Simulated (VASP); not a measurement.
Consider the following.

```
CELL_PARAMETERS angstrom
      8.75833     0.00000     0.00000
      0.00000     8.75833     0.00000
      0.00000     0.00000     8.75833
ATOMIC_POSITIONS crystal
  Si 0.49959 0.00052 0.00033
  Si 0.74750 0.24973 0.00159
  Si 0.74746 0.00172 0.24952
  Si 0.99921 0.99991 0.99983
  Si 0.25048 0.24966 0.00034
  Si 0.49977 0.49748 0.00161
  Si 0.74963 0.74959 0.00079
  Si 0.25039 0.00045 0.24964
  Si 0.74850 0.49864 0.25514
  Si 0.49974 0.00159 0.49757
  Si 0.74850 0.25528 0.49838
  Si 0.74959 0.00100 0.74946
  Si 0.99951 0.49963 0.00082
  Si 0.24987 0.74916 0.99986
  Si 0.99999 0.24996 0.24980
  Si 0.25178 0.49746 0.24954
  Si 0.49993 0.75004 0.24980
  Si 0.99935 0.00098 0.49946
  Si 0.25160 0.24969 0.49756
  Si 0.50513 0.49866 0.49847
  Si 0.75014 0.75031 0.50005
  Si 0.24982 0.99985 0.74906
  Si 0.49993 0.25001 0.74986
  Si 0.75013 0.50015 0.75012
  Si 0.99955 0.74952 0.25002
  Si 0.00033 0.50008 0.50000
  Si 0.25083 0.74954 0.49953
  Si 0.99948 0.25019 0.74948
  Si 0.25086 0.49966 0.74951
  Si 0.50011 0.74954 0.74951
  Si 0.00000 0.75006 0.74989
  C  0.63567 0.11235 0.11215
  C  0.87242 0.37509 0.12745
  C  0.87238 0.12760 0.37483
  C  0.12430 0.12433 0.12425
  C  0.36249 0.38565 0.11219
  C  0.62503 0.62256 0.12740
  C  0.87525 0.87411 0.12521
  C  0.36217 0.11214 0.38599
  C  0.87557 0.62558 0.37527
  C  0.62500 0.12757 0.62238
  C  0.87557 0.37537 0.62543
  C  0.87522 0.12535 0.87407
  C  0.12412 0.62516 0.12527
  C  0.37427 0.87435 0.12427
  C  0.12499 0.37522 0.37517
  C  0.37748 0.62255 0.37486
  C  0.62533 0.87493 0.37517
  C  0.12394 0.12530 0.62519
  C  0.37745 0.37508 0.62242
  C  0.62534 0.62565 0.62548
  C  0.87484 0.87555 0.62485
  C  0.37427 0.12433 0.87407
  C  0.62536 0.37532 0.87475
  C  0.87491 0.62496 0.87534
  C  0.12350 0.87363 0.37452
  C  0.12545 0.62491 0.62482
  C  0.37529 0.87402 0.62520
  C  0.12359 0.37459 0.87357
  C  0.37535 0.62523 0.87409
  C  0.62454 0.87368 0.87354
  C  0.12475 0.87474 0.87469
  N  0.64214 0.39238 0.39217
```
Cell charge -1.

These are HSE06 screened hybrid, VASP's PBE PAW potentials (set 64) (plane waves; VASP) values and carry that method's errors. Run with PREC = Normal, LREAL = Auto, ISYM = 0, NELECT = 254.0, EDIFF = 1E-5, 400 eV cut-off, 1×1×1 Γ-centred mesh, Gaussian smearing of 0.050 eV, potentials Si C N. Starting moments (MAGMOM): 63*0.0317. The cell's moment is fixed (NUPDOWN = 2).

The cell is charged, with a uniform compensating background. The supercell is sampled at Γ alone, which is coarse: total energies, pressure and levels can be off, energies of defects by several tenths of an eV.

Estimate the cell moment, energy per atom (σ→0).

```
Property                       Result
---------------------  --------------
cell moment                   2.00 μB
energy per atom (σ→0)  -8.517 eV/atom
```

Give the moment on each site (PAW-sphere projection).

| site | moment (μB) |
|---|---|
| Si1 | -0.01 |
| Si2 | -0.01 |
| Si3 | -0.01 |
| Si4 | 0.00 |
| Si5 | -0.01 |
| Si6 | -0.01 |
| Si7 | 0.00 |
| Si8 | -0.01 |
| Si9 | 0.00 |
| Si10 | -0.01 |
| Si11 | 0.00 |
| Si12 | 0.00 |
| Si13 | 0.00 |
| Si14 | 0.00 |
| Si15 | 0.00 |
| Si16 | -0.01 |
| Si17 | 0.00 |
| Si18 | 0.00 |
| Si19 | -0.01 |
| Si20 | 0.00 |
| Si21 | 0.00 |
| Si22 | 0.00 |
| Si23 | 0.00 |
| Si24 | 0.00 |
| Si25 | 0.01 |
| Si26 | 0.00 |
| Si27 | 0.00 |
| Si28 | 0.01 |
| Si29 | 0.00 |
| Si30 | 0.01 |
| Si31 | 0.00 |
| C32 | 0.30 |
| C33 | 0.00 |
| C34 | 0.00 |
| C35 | 0.00 |
| C36 | 0.30 |
| C37 | 0.00 |
| C38 | 0.03 |
| C39 | 0.30 |
| C40 | 0.00 |
| C41 | 0.00 |
| C42 | 0.00 |
| C43 | 0.03 |
| C44 | 0.03 |
| C45 | 0.00 |
| C46 | 0.00 |
| C47 | 0.00 |
| C48 | 0.00 |
| C49 | 0.03 |
| C50 | 0.00 |
| C51 | 0.00 |
| C52 | 0.00 |
| C53 | 0.00 |
| C54 | 0.00 |
| C55 | 0.00 |
| C56 | 0.01 |
| C57 | 0.00 |
| C58 | 0.03 |
| C59 | 0.01 |
| C60 | 0.03 |
| C61 | 0.01 |
| C62 | 0.00 |
| N63 | 0.00 |

Total energies compare only between runs with the same potentials, cut-off and functional.

The cell is a supercell with a defect, built from SiC (zinc blende): N_C-vac_Si, charge -1. The cell's shape comes from a PBE relaxation.
